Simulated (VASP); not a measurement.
```xyz
2
Lattice="-3.1441 3.1342 3.1342 1.5721 -1.5753 1.5753 1.5721 1.5753 -1.5753" Properties=species:S:1:pos:R:3 pbc="T T T"
W      0.0000     0.0000     0.0000
Mo    -1.5721     1.5671     1.5671
```

These are PBEsol GGA, VASP's PBE PAW potentials (set 64) (plane waves; VASP) values and carry that method's errors. Run with 400 eV cut-off, Gaussian smearing of 0.050 eV, potentials W_sv Mo_sv.

Unless said otherwise, spin-orbit coupling is left out, though it shifts the bands of the heavy elements here.

Estimate the band gap (along the path) with the smallest direct gap where there is one.

* **band gap (along the path)**: none (metal, semimetal or under 0.01 eV)

Total energies compare only between runs with the same potentials, cut-off and functional.

The structure was generated: MoW was put into an ordered model structure (Cmmm), which need not be its known phase. It was relaxed first.
